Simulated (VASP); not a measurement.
Output of a VASP run:

**OUTCAR**
```
 ion  position               nearest neighbor table
   1  0.000  0.000  0.000-   2 2.45   3 2.45   4 2.45   2 2.45   3 2.45   2 2.45   4 2.45   2 2.45
                             3 2.45   4 2.45   3 2.45   4 2.45
   2  0.000  0.500  0.500-   1 2.45   3 2.45   4 2.45   1 2.45   4 2.45   1 2.45   3 2.45   1 2.45
                             3 2.45   4 2.45   4 2.45   3 2.45
   3  0.500  0.000  0.500-   1 2.45   2 2.45   4 2.45   1 2.45   4 2.45   2 2.45   4 2.45   4 2.45
                             1 2.45   2 2.45   1 2.45   2 2.45
   4  0.500  0.500  0.000-   1 2.45   2 2.45   3 2.45   2 2.45   3 2.45   1 2.45   3 2.45   3 2.45
                             1 2.45   2 2.45   2 2.45   1 2.45
  LATTYP: Found a simple cubic cell.
 ALAT       =     3.4628876297
 Subroutine PRICEL returns:
 Original cell was already a primitive cell.
 Subroutine GETGRP returns: Found 48 space group operations
The static configuration has the point symmetry O_h .
The dynamic configuration has the point symmetry O_h .
 Subroutine INISYM returns: Found 48 space group operations
 Subroutine IBZKPT returns following result:
 Found     35 irreducible k-points:

 Following reciprocal coordinates:
            Coordinates               Weight
  0.000000  0.000000  0.000000      1.000000
  0.125000  0.000000  0.000000      6.000000
  0.250000  0.000000  0.000000      6.000000
  0.375000  0.000000  0.000000      6.000000
  0.500000  0.000000  0.000000      3.000000
  0.125000  0.125000  0.000000     12.000000
  0.250000  0.125000  0.000000     24.000000
  0.375000  0.125000  0.000000     24.000000
  0.500000  0.125000  0.000000     12.000000
  0.250000  0.250000  0.000000     12.000000
  0.375000  0.250000  0.000000     24.000000
  0.500000  0.250000  0.000000     12.000000
  0.375000  0.375000  0.000000     12.000000
  0.500000  0.375000  0.000000     12.000000
  0.500000  0.500000  0.000000      3.000000
  0.125000  0.125000  0.125000      8.000000
  0.250000  0.125000  0.125000     24.000000
  0.375000  0.125000  0.125000     24.000000
  0.500000  0.125000  0.125000     12.000000
  0.250000  0.250000  0.125000     24.000000
  0.375000  0.250000  0.125000     48.000000
  0.500000  0.250000  0.125000     24.000000
  0.375000  0.375000  0.125000     24.000000
  0.500000  0.375000  0.125000     24.000000
  0.500000  0.500000  0.125000      6.000000
  0.250000  0.250000  0.250000      8.000000
  0.375000  0.250000  0.250000     24.000000
  0.500000  0.250000  0.250000     12.000000
  0.375000  0.375000  0.250000     24.000000
  0.500000  0.375000  0.250000     24.000000
  0.500000  0.500000  0.250000      6.000000
  0.375000  0.375000  0.375000      8.000000
  0.500000  0.375000  0.375000     12.000000
  0.500000  0.500000  0.375000      6.000000
  0.500000  0.500000  0.500000      1.000000
   k-points           NKPTS =     35   k-points in BZ     NKDIM =     35   number of bands    NBANDS=     21
   number of dos      NEDOS =    301   number of ions     NIONS =      4
   total plane-waves  NPLWV =  21952
   dimension x,y,z NGX =    28 NGY =   28 NGZ =   28
   dimension x,y,z NGXF=    56 NGYF=   56 NGZF=   56
   ions per type =               1   3
   PREC   = accura    normal or accurate (medium, high low for compatibility)
   ISTART =      0    job   : 0-new  1-cont  2-samecut
   ICHARG =      2    charge: 1-file 2-atom 10-const
   ISPIN  =      1    spin polarized calculation?
   LNONCOLLINEAR =      F non collinear calculations
   LSORBIT =      F    spin-orbit coupling
   INIWAV =      1    electr: 0-lowe 1-rand  2-diag
   ENCUT  =  520.0 eV  38.22 Ry    6.18 a.u.   6.44  6.44  6.44*2*pi/ulx,y,z
   NELM   =    100;   NELMIN=  2; NELMDL= -5     # of ELM steps
   EDIFF  = 0.1E-05   stopping-criterion for ELM
   LREAL  =      F    real-space projection
   NLSPLINE    = F    spline interpolate recip. space projectors
   LMAXMIX     =    4 max onsite mixed and CHGCAR
   VOSKOWN=      0    Vosko Wilk Nusair interpolation
   EDIFFG = -.2E-01   stopping-criterion for IOM
   NSW    =     60    number of steps for IOM
   NBLOCK =      1;   KBLOCK =     60    inner block; outer block
...
```

OSZICAR:
```
       N       E                     dE             d eps       ncg     rms          rms(c)
DAV:   1     0.211901518896E+03    0.21190E+03   -0.15924E+04  1486   0.219E+03
DAV:   2    -0.827668407752E+01   -0.22018E+03   -0.21263E+03  1470   0.377E+02
DAV:   3    -0.190270472002E+02   -0.10750E+02   -0.10364E+02  1600   0.112E+02
DAV:   4    -0.192676053776E+02   -0.24056E+00   -0.23943E+00  1721   0.147E+01
DAV:   5    -0.192762786093E+02   -0.86732E-02   -0.86709E-02  1793   0.272E+00    0.206E+01
DAV:   6    -0.187807357861E+02    0.49554E+00   -0.54613E+01  1688   0.122E+02    0.161E+01
DAV:   7    -0.155568730859E+02    0.32239E+01   -0.15800E+01  1613   0.668E+01    0.449E+00
DAV:   8    -0.154942243580E+02    0.62649E-01   -0.66414E-01  1541   0.685E+00    0.143E+00
DAV:   9    -0.154776547425E+02    0.16570E-01   -0.32212E-02  2015   0.254E+00    0.521E-01
DAV:  10    -0.154755108385E+02    0.21439E-02   -0.30123E-03  1817   0.449E-01    0.215E-01
DAV:  11    -0.154751659083E+02    0.34493E-03   -0.67945E-04  2296   0.320E-01    0.552E-02
DAV:  12    -0.154751550671E+02    0.10841E-04   -0.10645E-04  1692   0.129E-01    0.151E-02
DAV:  13    -0.154751546379E+02    0.42925E-06   -0.69569E-06  1591   0.198E-02
   1 F= -.15475155E+02 E0= -.15475651E+02  d E =-.154752E+02
       N       E                     dE             d eps       ncg     rms          rms(c)
DAV:   1    -0.156726628547E+02   -0.19751E+00   -0.22817E+00  1490   0.245E+01    0.393E+00
DAV:   2    -0.156618322667E+02    0.10831E-01   -0.25927E+00  1690   0.272E+01    0.312E+00
DAV:   3    -0.154791719913E+02    0.18266E+00   -0.72847E-01  1669   0.148E+01    0.606E-01
DAV:   4    -0.154752487501E+02    0.39232E-02   -0.24480E-02  1508   0.115E+00    0.210E-01
DAV:   5    -0.154745299195E+02    0.71883E-03   -0.22995E-03  1937   0.684E-01    0.723E-02
DAV:   6    -0.154745011215E+02    0.28798E-04   -0.26358E-04  1631   0.155E-01    0.224E-02
DAV:   7    -0.154745058767E+02   -0.47552E-05   -0.13919E-05  1609   0.396E-02    0.150E-02
DAV:   8    -0.154745089184E+02   -0.30417E-05   -0.28165E-06  1272   0.248E-02    0.498E-03
DAV:   9    -0.154745084379E+02    0.48051E-06   -0.10867E-06   803   0.194E-02
   2 F= -.15474508E+02 E0= -.15475005E+02  d E =0.646200E-03
       N       E                     dE             d eps       ncg     rms          rms(c)
DAV:   1    -0.155330376146E+02   -0.58529E-01   -0.64742E-01  1485   0.129E+01    0.207E+00
DAV:   2    -0.155269350949E+02    0.61025E-02   -0.70575E-01  1685   0.143E+01    0.162E+00
DAV:   3    -0.154786809981E+02    0.48254E-01   -0.19502E-01  1648   0.776E+00    0.312E-01
DAV:   4    -0.154773847489E+02    0.12962E-02   -0.65476E-03  1504   0.588E-01    0.907E-02
DAV:   5    -0.154772575142E+02    0.12723E-03   -0.30598E-04  1810   0.213E-01    0.516E-02
DAV:   6    -0.154772326836E+02    0.24831E-04   -0.98096E-05  2148   0.911E-02    0.125E-02
DAV:   7    -0.154772337978E+02   -0.11142E-05   -0.10420E-05  1490   0.353E-02    0.708E-03
DAV:   8    -0.154772326990E+02    0.10988E-05   -0.71100E-07   849   0.884E-03    0.180E-03
DAV:   9    -0.154772326384E+02    0.60698E-07   -0.46029E-07   780   0.523E-03
   3 F= -.15477233E+02 E0= -.15477729E+02  d E =-.207800E-02
```

### OUTCAR
```
------------------------ aborting loop because EDIFF is reached ----------------------------------------
  FORCE on cell =-STRESS in cart. coord.  units (eV):
  Direction    XX          YY          ZZ          XY          YZ          ZX
  --------------------------------------------------------------------------------------
  Total       -0.0039099     -0.0039099     -0.0039099      0.0000000      0.0000000      0.0000000
  in kB       -0.1496041     -0.1496041     -0.1496041      0.0000000      0.0000000      0.0000000
  external PRESSURE =      -0.1496041 kB  Pullay stress =       0.0000000 kB
  volume of cell :       41.87
      direct lattice vectors                 reciprocal lattice vectors
     3.472524967 -0.000000000  0.000000000     0.287974891  0.000000000  0.000000000
    -0.000000000  3.472524967 -0.000000000     0.000000000  0.287974891  0.000000000
     0.000000000 -0.000000000  3.472524967    -0.000000000  0.000000000  0.287974891
 POSITION                                       TOTAL-FORCE (eV/Angst)
 -----------------------------------------------------------------------------------
      0.00000      0.00000      0.00000         0.000000      0.000000      0.000000
     -0.00000      1.73626      1.73626        -0.000000     -0.000000      0.000000
      1.73626     -0.00000      1.73626         0.000000     -0.000000      0.000000
      1.73626      1.73626     -0.00000         0.000000      0.000000      0.000000
 -----------------------------------------------------------------------------------
    total drift:                                0.000000      0.000000      0.000000
  FREE ENERGIE OF THE ION-ELECTRON SYSTEM (eV)
  ---------------------------------------------------
  free  energy   TOTEN  =       -15.4772326384 eV

  energy  without entropy=      -15.4787209466  energy(sigma->0) =      -15.47772874

 reached required accuracy - stopping structural energy minimisation
```
(Selected blocks of OUTCAR.)

POSCAR:
```
Ni3Si
1
    3.4628876297     0.0000000000    -0.0000000000
   -0.0000000000     3.4628876297    -0.0000000000
    0.0000000000     0.0000000000     3.4628876297
Si Ni
1 3
Direct
  0.0000000000   0.0000000000   0.0000000000
  0.0000000000   0.5000000000   0.5000000000
  0.5000000000   0.0000000000   0.5000000000
  0.5000000000   0.5000000000   0.0000000000
```

Problem. Write an INCAR and KPOINTS that could have produced this output.

Solution. This is not unique; one that fits is the input of the run itself, vdW-DF-cx, plane waves, VASP's PBE PAW potentials (set 64).

**KPOINTS**
```
Regular mesh
0
gamma
  8 8 8
0 0 0
```

**INCAR**
```
SYSTEM = Ni3Si
PREC = Accurate
ENCUT = 520
EDIFF = 1E-6
NELM = 100
ALGO = Normal
LREAL = .FALSE.
LASPH = .TRUE.
ISMEAR = 1
SIGMA = 0.1
GGA = CX
LUSE_VDW = .TRUE.
AGGAC = 0.0
LMAXMIX = 4
LWAVE = .FALSE.
LCHARG = .FALSE.
IBRION = 2
ISIF = 3
NSW = 60
EDIFFG = -0.02
```

POTCAR, in this order: Si Ni (PBE.64 set). Program: vasp_std.

The compound is Ni3Si in the L1_2 structure. This run relaxes it. Symmetry was kept, so distortions that lower it aren't found. The start is the result of an earlier pass. The run is not spin-polarised, so no magnetic state was tried.
